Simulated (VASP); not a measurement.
These are PBEsol GGA, VASP's PBE PAW potentials (set 64) (plane waves; VASP) values and carry that method's errors.

VASP input:

POSCAR:
```
CsPbBr3
1
    5.1752093687     0.0000000000     0.0000000000
    0.0000000000     5.1752093687     0.0000000000
    0.0000000000     0.0000000000     5.1752093687
Cs Pb Br
1 1 3
Direct
  0.0000000000   0.0000000000   0.0000000000
  0.5000000000   0.5000000000   0.5000000000
  0.5000000000   0.0000000000   0.5000000000
  0.0000000000   0.5000000000   0.5000000000
  0.5000000000   0.5000000000   0.0000000000
```

KPOINTS:
```
Automatic mesh
0
Gamma
6 6 6
0 0 0
```

### INCAR
```
SYSTEM = CsPbBr3
PREC = Accurate
ENCUT = 500
EDIFF = 1E-6
NELM = 100
ALGO = Normal
LREAL = .FALSE.
LASPH = .TRUE.
ISMEAR = 1
SIGMA = 0.1
GGA = PS
LMAXMIX = 4
LWAVE = .FALSE.
LCHARG = .FALSE.
IBRION = 2
ISIF = 3
NSW = 40
EDIFFG = -0.02
PSTRESS = 300
```

POTCAR, in this order: Cs_sv Pb_d Br (PBE.64 set). Program: vasp_std.

What VASP printed:

**OSZICAR**
```
       N       E                     dE             d eps       ncg     rms          rms(c)
DAV:   1     0.430336621195E+03    0.43034E+03   -0.19768E+04  1040   0.158E+03
DAV:   2     0.339689317467E+02   -0.39637E+03   -0.38618E+03  1228   0.372E+02
DAV:   3    -0.123104466623E+02   -0.46279E+02   -0.45764E+02  1256   0.132E+02
DAV:   4    -0.142106173458E+02   -0.19002E+01   -0.18943E+01  1312   0.304E+01
DAV:   5    -0.142647786776E+02   -0.54161E-01   -0.54022E-01  1364   0.471E+00    0.117E+01
DAV:   6    -0.140448133456E+02    0.21997E+00   -0.40262E-01  1464   0.657E+00    0.697E+00
DAV:   7    -0.140243219160E+02    0.20491E-01   -0.41779E-01  1574   0.466E+00    0.706E-01
DAV:   8    -0.140187130066E+02    0.56089E-02   -0.77791E-02  1548   0.289E+00    0.297E-01
DAV:   9    -0.140189510912E+02   -0.23808E-03   -0.47165E-03  1564   0.779E-01    0.703E-02
DAV:  10    -0.140189853845E+02   -0.34293E-04   -0.30609E-04  1508   0.136E-01    0.189E-02
DAV:  11    -0.140190065050E+02   -0.21121E-04   -0.10086E-04  1620   0.978E-02    0.285E-02
DAV:  12    -0.140190029302E+02    0.35748E-05   -0.16116E-05  1594   0.337E-02    0.829E-03
DAV:  13    -0.140190027676E+02    0.16259E-06   -0.46462E-06  1262   0.232E-02
   1 F= 0.11934408E+02 E0= 0.11934520E+02  d E =0.119344E+02
       N       E                     dE             d eps       ncg     rms          rms(c)
DAV:   1    -0.290806971169E+02   -0.15062E+02   -0.54576E+02  1462   0.274E+02    0.358E+01
DAV:   2    -0.989402043678E+01    0.19187E+02   -0.44682E+01  1260   0.168E+02    0.984E+00
DAV:   3    -0.676454170447E+01    0.31295E+01   -0.11626E+01  1582   0.423E+01    0.411E+00
DAV:   4    -0.663635460624E+01    0.12819E+00   -0.83479E-01  1210   0.600E+00    0.180E+00
DAV:   5    -0.664333513595E+01   -0.69805E-02   -0.40330E-02  1452   0.219E+00    0.120E+00
DAV:   6    -0.664838935187E+01   -0.50542E-02   -0.96949E-03  1384   0.177E+00    0.951E-02
DAV:   7    -0.664848247787E+01   -0.93126E-04   -0.20926E-03  1652   0.614E-01    0.416E-02
DAV:   8    -0.664847470760E+01    0.77703E-05   -0.10776E-04  1546   0.952E-02    0.320E-02
DAV:   9    -0.664847334016E+01    0.13674E-05   -0.82913E-06  1570   0.546E-02    0.103E-02
DAV:  10    -0.664847225300E+01    0.10872E-05   -0.17382E-06   818   0.172E-02    0.302E-03
DAV:  11    -0.664847236558E+01   -0.11257E-06   -0.31278E-07   606   0.793E-03
   2 F= 0.13289798E+02 E0= 0.13289821E+02  d E =0.135539E+01
       N       E                     dE             d eps       ncg     rms          rms(c)
DAV:   1    -0.211383186478E+02   -0.14490E+02   -0.28851E+02  1286   0.289E+02    0.174E+01
DAV:   2    -0.141662965687E+02    0.69720E+01   -0.19250E+01  1326   0.551E+01    0.637E+00
DAV:   3    -0.123460992884E+02    0.18202E+01   -0.69043E+00  1474   0.338E+01    0.336E+00
DAV:   4    -0.123494734754E+02   -0.33742E-02   -0.27934E-01  1300   0.356E+00    0.373E+00
DAV:   5    -0.123380039208E+02    0.11470E-01   -0.27350E-02  1366   0.250E+00    0.762E-01
DAV:   6    -0.123341788758E+02    0.38250E-02   -0.18020E-02  1400   0.180E+00    0.523E-01
DAV:   7    -0.123341795572E+02   -0.68142E-06   -0.50368E-04  1514   0.231E-01    0.501E-02
DAV:   8    -0.123341806555E+02   -0.10982E-05   -0.59468E-05  1620   0.121E-01    0.755E-02
DAV:   9    -0.123341797912E+02    0.86433E-06   -0.14649E-05  1454   0.498E-02    0.519E-03
DAV:  10    -0.123341812689E+02   -0.14778E-05   -0.20968E-06   908   0.213E-02    0.232E-02
DAV:  11    -0.123341811842E+02    0.84725E-07   -0.56484E-07   640   0.150E-02
   3 F= 0.11546360E+02 E0= 0.11546461E+02  d E =-.388049E+00
       N       E                     dE             d eps       ncg     rms          rms(c)
DAV:   1    -0.122450311211E+02    0.89150E-01   -0.13577E-01  1374   0.531E+00    0.398E-01
DAV:   2    -0.122411628584E+02    0.38683E-02   -0.82540E-03  1404   0.154E+00    0.142E-01
DAV:   3    -0.122402963855E+02    0.86647E-03   -0.32322E-03  1486   0.856E-01    0.579E-02
DAV:   4    -0.122403000491E+02   -0.36635E-05   -0.11414E-04  1144   0.756E-02    0.573E-02
DAV:   5    -0.122403030807E+02   -0.30316E-05   -0.16163E-05  1284   0.314E-02    0.610E-03
DAV:   6    -0.122403037159E+02   -0.63524E-06   -0.15864E-06   764   0.123E-02
   4 F= 0.11545276E+02 E0= 0.11545350E+02  d E =-.389133E+00
```

### OUTCAR
```
------------------------ aborting loop because EDIFF is reached ----------------------------------------
  FORCE on cell =-STRESS in cart. coord.  units (eV):
  Direction    XX          YY          ZZ          XY          YZ          ZX
  --------------------------------------------------------------------------------------
  Total       23.7218983     23.7218983     23.7218983      0.0000000      0.0000000     -0.0000000
  in kB      299.1968097    299.1968097    299.1968097      0.0000000      0.0000000     -0.0000000
  external PRESSURE =      -0.8031903 kB  Pullay stress =     300.0000000 kB
  volume of cell :      127.03
      direct lattice vectors                 reciprocal lattice vectors
     5.026908971  0.000000000 -0.000000000     0.198929403 -0.000000000 -0.000000000
     0.000000000  5.026908971  0.000000000    -0.000000000  0.198929403  0.000000000
     0.000000000 -0.000000000  5.026908971     0.000000000 -0.000000000  0.198929403
 POSITION                                       TOTAL-FORCE (eV/Angst)
 -----------------------------------------------------------------------------------
      0.00000      0.00000      0.00000        -0.000000      0.000000      0.000000
      2.51345      2.51345      2.51345         0.000000      0.000000     -0.000000
      2.51345      0.00000      2.51345        -0.000000     -0.000000      0.000000
      0.00000      2.51345      2.51345        -0.000000     -0.000000      0.000000
      2.51345      2.51345     -0.00000        -0.000000      0.000000      0.000000
 -----------------------------------------------------------------------------------
    total drift:                                0.000000      0.000000     -0.000000
  FREE ENERGIE OF THE ION-ELECTRON SYSTEM (eV)
  ---------------------------------------------------
  free  energy   TOTEN  =       -12.2403037159 eV

  energy  without entropy=      -12.2400815463  energy(sigma->0) =      -12.24022966
  enthalpy is  TOTEN    =        11.5452756973 eV   P V=       23.7855794132

 reached required accuracy - stopping structural energy minimisation
```
(Selected blocks of OUTCAR.)

**CONTCAR**
```
CsPbBr3
   1.00000000000000
     5.0269089712925501    0.0000000000000000   -0.0000000000000000
     0.0000000000000000    5.0269089712925501    0.0000000000000000
     0.0000000000000000   -0.0000000000000000    5.0269089712925501
  Cs              Pb              Br
     1     1     3
Direct
     0.0000000000000000    0.0000000000000000    0.0000000000000000
     0.5000000000000000    0.5000000000000000    0.5000000000000000
     0.5000000000000000    0.0000000000000000    0.5000000000000000
     0.0000000000000000    0.5000000000000000    0.5000000000000000
     0.5000000000000000    0.5000000000000000    0.0000000000000000
```

Energy and stress use the plane-wave basis of the starting cell.

The compound is CsPbBr3 in the cubic perovskite structure, the ideal cubic form; the compound distorts at low or room temperature. This run relaxes it under an external pressure of 30 GPa. Symmetry was kept, so distortions that lower it aren't found.
